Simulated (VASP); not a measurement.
Wanted: the native input for a VASP 6.6.1 run.

* Task: relaxation of cell and atoms
* Functional: PBE
* Potentials or basis: VASP PAW PBE potentials, release 64 (Ti_sv, Te, As)
* Cutoff: 520 eV
* k mesh: 4 × 4 × 4
* Occupations: gaussian, width 0.15 eV
* Spin: no spin polarisation
* Further INCAR settings: PREC = Normal; ALGO = Fast; EDIFF = 0.0001; IBRION = 2; EDIFFG = -0.08; NSW = 24; ISIF = 3

The structure of Ti2TeAs2 lies in POSCAR:

```
Ti2TeAs2
1.0
    1.8500000000      1.0680980000      8.9000000000
   -1.8500000000      1.0680980000      8.9000000000
    0.0000000000     -2.1361960000      8.9000000000
Ti Te As
2 1 2
Direct
    0.3980000000      0.3980000000      0.3980000000
    0.6020000000      0.6020000000      0.6020000000
    0.2050000000      0.2050000000      0.2050000000
    0.7880000000      0.7880000000      0.7880000000
    0.0000000000      0.0000000000      0.0000000000
```

The cell was built by a generator and needn't be a form met in nature.

These files were run (other wordings do the same):

INCAR

```
SYSTEM = Ti2TeAs2
PREC = Normal
ENCUT = 520
EDIFF = 1E-4
ISMEAR = 0
SIGMA = 0.15
LREAL = .False.
LASPH = .True.
NELM = 60
ALGO = Fast
ISIF = 3
LWAVE = .False.
LCHARG = .False.
GGA = PE
IBRION = 2
NSW = 24
EDIFFG = -0.08
```

KPOINTS

```
regular mesh
0
Gamma
  4 4 4
  0 0 0
```

Potentials or basis: VASP PAW PBE potentials, release 64 (Ti_sv, Te, As).

The run is started by

```bash
$ cat potpaw_PBE.64/Ti_sv/POTCAR potpaw_PBE.64/Te/POTCAR potpaw_PBE.64/As/POTCAR > POTCAR
$ mpirun -np 1 vasp_std > vasp.out
```

Results of the run:

The relaxed volume is 21.08 Å³/atom, the relaxed cell is a = 9.258 Å, b = 9.258 Å, c = 9.258 Å, α = 22.90°, β = 22.90°, γ = 22.90° and the space group after relaxing (to 0.05 Å) is R3m (No. 160). The energy gained by relaxing is 125.9 meV/atom and the ionic steps are 19. The pressure after relaxing is 0.4 GPa, the largest force after relaxing is 0.069 eV/Å and the band gap on the k mesh is none (metal or under the smearing width).

Caveat: the k mesh is coarse (spacing up to 0.49 Å⁻¹), so the values aren't converged; the relaxation stopped at a loose force limit of 0.08 eV/Å, so its end isn't a converged minimum.

It took 21 min on 1 thread of AMD EPYC 9R45 (Zen 5) (shared host), peak memory 0.41 GiB.
